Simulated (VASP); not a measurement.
Method: PBEsol GGA, VASP's PBE PAW potentials (set 64) (plane waves; VASP).

The input files of a VASP run:

### POSCAR
```
SnSe
1
    0.0000000000     2.8916366069     2.8916366069
    2.8916366069     0.0000000000     2.8916366069
    2.8916366069     2.8916366069     0.0000000000
Sn Se
1 1
Direct
  0.0000000000   0.0000000000   0.0000000000
  0.2500000000   0.2500000000   0.2500000000
```

KPOINTS:
```
Automatic mesh
0
Gamma
11 11 11
0 0 0
```

INCAR:
```
! general
SYSTEM  = SnSe
PREC    = Accurate
ENCUT   = 500   ! plane-wave cut-off (eV)
LREAL   = .FALSE.   ! projection in real space or not
LASPH   = .TRUE.

! electronic loop
EDIFF   = 1E-6
NELM    = 100
ALGO    = Normal
LMAXMIX = 4

! smearing
ISMEAR  = 1   ! Methfessel-Paxton
SIGMA   = 0.1

! functional
GGA     = PS   ! PBEsol

! ions
IBRION  = 2
NSW     = 40
ISIF    = 3
EDIFFG  = -0.02
PSTRESS = 450

! output
LWAVE   = .FALSE.
LCHARG  = .FALSE.
```

POTCAR, in this order: Sn_d Se (PBE.64 set). Program: vasp_std.

Output

### OSZICAR
```
       N       E                     dE             d eps       ncg     rms          rms(c)
DAV:   1     0.136965359306E+03    0.13697E+03   -0.10066E+04  1586   0.178E+03
DAV:   2     0.536155911705E+01   -0.13160E+03   -0.12901E+03  1646   0.396E+02
DAV:   3    -0.653111924131E+01   -0.11893E+02   -0.11793E+02  2096   0.107E+02
DAV:   4    -0.679542131416E+01   -0.26430E+00   -0.26423E+00  1732   0.181E+01
DAV:   5    -0.680347643451E+01   -0.80551E-02   -0.80551E-02  2270   0.303E+00    0.847E+00
DAV:   6    -0.668671688968E+01    0.11676E+00   -0.19194E-01  2370   0.407E+00    0.518E+00
DAV:   7    -0.666637036080E+01    0.20347E-01   -0.93147E-02  1942   0.215E+00    0.751E-01
DAV:   8    -0.666436058283E+01    0.20098E-02   -0.12872E-02  2078   0.112E+00    0.204E-01
DAV:   9    -0.666437580567E+01   -0.15223E-04   -0.70335E-04  1744   0.239E-01    0.502E-02
DAV:  10    -0.666437157698E+01    0.42287E-05   -0.47389E-05  2250   0.715E-02    0.181E-02
DAV:  11    -0.666437012340E+01    0.14536E-05   -0.49080E-06  1738   0.218E-02    0.607E-03
DAV:  12    -0.666437025636E+01   -0.13296E-06   -0.30213E-07   874   0.521E-03
   1 F= 0.69176092E+01 E0= 0.69172790E+01  d E =0.691761E+01
       N       E                     dE             d eps       ncg     rms          rms(c)
DAV:   1    -0.247577902818E+02   -0.18093E+02   -0.34353E+02  1922   0.274E+02    0.320E+01
DAV:   2    -0.417734619547E+01    0.20580E+02   -0.52239E+01  1916   0.304E+02    0.103E+01
DAV:   3    -0.145100311679E+01    0.27263E+01   -0.56762E+00  2206   0.500E+01    0.346E+00
DAV:   4    -0.123123345043E+01    0.21977E+00   -0.87687E-01  2364   0.118E+01    0.138E+00
DAV:   5    -0.121395489465E+01    0.17279E-01   -0.39162E-02  2284   0.237E+00    0.697E-01
DAV:   6    -0.120741701302E+01    0.65379E-02   -0.10634E-02  2472   0.217E+00    0.163E-01
DAV:   7    -0.120755275227E+01   -0.13574E-03   -0.27949E-03  2186   0.617E-01    0.760E-02
DAV:   8    -0.120753990277E+01    0.12850E-04   -0.85349E-05  1826   0.916E-02    0.662E-02
DAV:   9    -0.120753987486E+01    0.27910E-07   -0.19908E-05  2000   0.107E-01    0.114E-02
DAV:  10    -0.120753821720E+01    0.16577E-05   -0.53569E-06  1652   0.532E-02    0.549E-03
DAV:  11    -0.120753832334E+01   -0.10614E-06   -0.79636E-07   862   0.227E-02
   2 F= 0.83962100E+01 E0= 0.83962185E+01  d E =0.147860E+01
       N       E                     dE             d eps       ncg     rms          rms(c)
DAV:   1    -0.161067405450E+02   -0.14899E+02   -0.28508E+02  1880   0.503E+02    0.189E+01
DAV:   2    -0.800775856792E+01    0.80990E+01   -0.17894E+01  1904   0.730E+01    0.780E+00
DAV:   3    -0.580095373872E+01    0.22068E+01   -0.70902E+00  2088   0.464E+01    0.105E+00
DAV:   4    -0.576421409131E+01    0.36740E-01   -0.39652E-01  1598   0.657E+00    0.924E-01
DAV:   5    -0.573152521994E+01    0.32689E-01   -0.17273E-02  2238   0.157E+00    0.380E-01
DAV:   6    -0.572473284276E+01    0.67924E-02   -0.55463E-03  1994   0.106E+00    0.647E-02
DAV:   7    -0.572465710009E+01    0.75743E-04   -0.23542E-04  2006   0.172E-01    0.158E-02
DAV:   8    -0.572465379864E+01    0.33014E-05   -0.16179E-05  1894   0.410E-02    0.779E-03
DAV:   9    -0.572465495847E+01   -0.11598E-05   -0.87419E-07   928   0.112E-02    0.287E-03
DAV:  10    -0.572465439106E+01    0.56742E-06   -0.52625E-07   808   0.136E-02
   3 F= 0.66920766E+01 E0= 0.66927658E+01  d E =-.225533E+00
       N       E                     dE             d eps       ncg     rms          rms(c)
DAV:   1    -0.564262465739E+01    0.82030E-01   -0.21024E-01  1910   0.954E+00    0.581E-01
DAV:   2    -0.563445420791E+01    0.81704E-02   -0.14571E-02  1910   0.278E+00    0.238E-01
DAV:   3    -0.563253325839E+01    0.19209E-02   -0.55379E-03  1922   0.157E+00    0.425E-02
DAV:   4    -0.563250073720E+01    0.32521E-04   -0.34881E-04  1586   0.210E-01    0.343E-02
DAV:   5    -0.563247580972E+01    0.24927E-04   -0.24218E-05  2160   0.546E-02    0.611E-03
DAV:   6    -0.563247538988E+01    0.41984E-06   -0.25022E-06  1506   0.242E-02
   4 F= 0.66898483E+01 E0= 0.66905071E+01  d E =-.227761E+00
       N       E                     dE             d eps       ncg     rms          rms(c)
DAV:   1    -0.560519880255E+01    0.27277E-01   -0.19139E-02  1922   0.291E+00    0.175E-01
DAV:   2    -0.560445738889E+01    0.74141E-03   -0.13178E-03  1910   0.834E-01    0.716E-02
DAV:   3    -0.560428463430E+01    0.17275E-03   -0.50469E-04  1922   0.476E-01    0.126E-02
DAV:   4    -0.560428283002E+01    0.18043E-05   -0.31952E-05  1586   0.638E-02    0.102E-02
DAV:   5    -0.560428155184E+01    0.12782E-05   -0.18865E-06  1290   0.163E-02    0.193E-03
DAV:   6    -0.560428176047E+01   -0.20863E-06   -0.40444E-07   784   0.834E-03
   5 F= 0.66897258E+01 E0= 0.66903696E+01  d E =-.227883E+00
```

### OUTCAR
```
------------------------ aborting loop because EDIFF is reached ----------------------------------------
  FORCE on cell =-STRESS in cart. coord.  units (eV):
  Direction    XX          YY          ZZ          XY          YZ          ZX
  --------------------------------------------------------------------------------------
  Total       12.2972028     12.2972028     12.2972028      0.0000000      0.0000000     -0.0000000
  in kB      450.1169576    450.1169576    450.1169576      0.0000000      0.0000000     -0.0000000
  external PRESSURE =       0.1169576 kB  Pullay stress =     450.0000000 kB
  volume of cell :       43.77
      direct lattice vectors                 reciprocal lattice vectors
    -0.000000000  2.797180654  2.797180654    -0.178751415  0.178751415  0.178751415
     2.797180654 -0.000000000  2.797180654     0.178751415 -0.178751415  0.178751415
     2.797180654  2.797180654 -0.000000000     0.178751415  0.178751415 -0.178751415
 POSITION                                       TOTAL-FORCE (eV/Angst)
 -----------------------------------------------------------------------------------
      0.00000      0.00000      0.00000        -0.000000     -0.000000      0.000000
      1.39859      1.39859      1.39859         0.000000      0.000000     -0.000000
 -----------------------------------------------------------------------------------
    total drift:                                0.000001      0.000001      0.000001
  FREE ENERGIE OF THE ION-ELECTRON SYSTEM (eV)
  ---------------------------------------------------
  free  energy   TOTEN  =        -5.6042817605 eV

  energy  without entropy=       -5.6023501284  energy(sigma->0) =       -5.60363788
  enthalpy is  TOTEN    =         6.6897257723 eV   P V=       12.2940075327

 reached required accuracy - stopping structural energy minimisation
```
(Selected blocks of OUTCAR.)

File CONTCAR:
```
SnSe
   1.00000000000000
    -0.0000000000000000    2.7971806543707638    2.7971806543707638
     2.7971806543707638   -0.0000000000000000    2.7971806543707638
     2.7971806543707638    2.7971806543707638   -0.0000000000000000
  Sn              Se
     1     1
Direct
     0.0000000000000000    0.0000000000000000    0.0000000000000000
     0.2500000000000000    0.2500000000000000    0.2500000000000000
```

Energy and stress use the plane-wave basis of the starting cell.

The structure was generated: SnSe was put into the zinc blende type (F-43m), which need not be its known phase. This run relaxes it under an external pressure of 45 GPa. Symmetry was kept, so distortions that lower it aren't found.
